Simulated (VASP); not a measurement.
Given:

```
CELL_PARAMETERS angstrom
      0.00000     2.93200     2.93200
      2.93200     0.00000     2.93200
      2.93200     2.93200     0.00000
ATOMIC_POSITIONS crystal
  Cd 0.00000 0.00000 0.00000
  S  0.25000 0.25000 0.25000
```

The numbers are results of PBE GGA with D3 dispersion (Becke-Johnson damping), VASP's PBE PAW potentials (set 64) (plane waves; VASP), not measurements. Settings: 520 eV cut-off, Gaussian smearing of 0.050 eV, potentials Cd S.

Question: What does the run give for the band gap (along the path) with the smallest direct gap where there is one?

Answer: 
```
Quantity                                Value
------------------------------------  -------
band gap (along the path)             1.11 eV
smallest direct gap (along the path)  1.11 eV
```

The compound is CdS in the zinc blende structure, a metastable form; wurtzite is the usual one. It was relaxed first.
